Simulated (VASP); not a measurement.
BiS, 2 atoms in the cell. Symmetry: R-3m, No. 166, trigonal system. The conventional cell has a = 4.219 Å, b = 4.219 Å, c = 10.501 Å, α = 90.00°, β = 90.00°, γ = 120.00°. Around Bi (site symmetry -3m) lie 6 S at 3.00 Å. S (site symmetry -3m) has 6 Bi at 3.00 Å as nearest neighbours. The cell was built by a generator and needn't be a form met in nature.

| Item | Value |
| --- | --- |
| Program | VASP 6.6.1 |
| Task | relaxation of cell and atoms |
| Functional | PBE |
| Potentials or basis | VASP PAW PBE potentials, release 64 (Bi_d, S_h) |
| Cutoff | 900 eV |
| k mesh | 8 × 8 × 8 |
| Occupations | fermi-dirac, width 0.05 eV |
| Spin | no spin polarisation |
| Further INCAR settings | ALGO = Normal; EDIFF = 1e-06; IBRION = 2; EDIFFG = -0.01; NSW = 40; ISIF = 3 |

Potentials or basis: VASP PAW PBE potentials, release 64 (Bi_d, S_h).

Launch:

```bash
$ cat potpaw_PBE.64/Bi_d/POTCAR potpaw_PBE.64/S_h/POTCAR > POTCAR
$ mpirun -np 1 vasp_std > vasp.out
```

Hardware: 1 thread of Intel(R) Xeon(R) 6975P-C (Granite Rapids), on a shared host.

Q: How long does it take, and how much memory?

A: Run time: 7.7 min on 1 thread of Intel(R) Xeon(R) 6975P-C (Granite Rapids) (shared host), peak memory 0.36 GiB. Counts: scf iterations 100, k points 65, ion steps 13.
